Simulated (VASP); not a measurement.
Given:

```xyz
1
Lattice="-2.1085 2.1085 2.1085 2.1085 -2.1085 2.1085 2.1085 2.1085 -2.1085" Properties=species:S:1:pos:R:3 pbc="T T T"
Na     0.0000     0.0000     0.0000
```

Level of theory: vdW-DF-cx, VASP's PBE PAW potentials (set 64) (plane waves; VASP 6.6.1). Run with 520 eV cut-off, 12×12×12 Γ-centred mesh, first-order Methfessel-Paxton smearing of 0.10 eV, potentials Na_pv.

Problem. What does the run give for the energy per atom (σ→0), band gap (on the k-mesh) with the smallest direct gap where there is one?

Solution. 
```yaml
band gap (on the k-mesh): none (metal, semimetal or under 0.01 eV)
energy per atom (σ→0): 0.887 eV/atom
```

Total energies compare only between runs with the same potentials, cut-off and functional.

The compound is Na in the bcc structure. This cell is one point of a volume scan, at 0.97 of the reference volume.
